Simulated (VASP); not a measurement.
Runs of VASP 6.6.1 on Ba. The structure is cubic, space group Im-3m (No. 229). The conventional cell has a = 4.893 Å, b = 4.893 Å, c = 4.893 Å, α = 90.00°, β = 90.00°, γ = 90.00°. Ba (site symmetry m-3m) is surrounded by 8 Ba at 4.24 Å. 

```csv
level,k mesh,cutoff (eV),smearing,gap on the mesh (eV),pressure (GPa)
PBEsol,12 × 12 × 12,520,gaussian 0.5 eV,none,0.1
PBEsol,12 × 12 × 12,700,gaussian 0.1 eV,none,0.0
r2SCAN,12 × 12 × 12,520,gaussian 0.1 eV,none,(a)
PBEsol,12 × 12 × 12,900,gaussian 0.1 eV,none,0.0
PBEsol,18 × 18 × 18,520,gaussian 0.1 eV,none,0.0
```

Alike in all rows: task single point; potentials or basis VASP PAW PBE potentials, release 64 (Ba_sv); no spin polarisation; cell as given.

Question: Estimate the missing entries.

Answer: (a) 1.1.

Caveats: the PAW data sets were made with another functional, which shifts forces and pressure a little.

A k mesh can miss the band edges, and the runs leave out spin-orbit coupling on Ba.

A gap of «none» marks a metal or a gap under the smearing width.
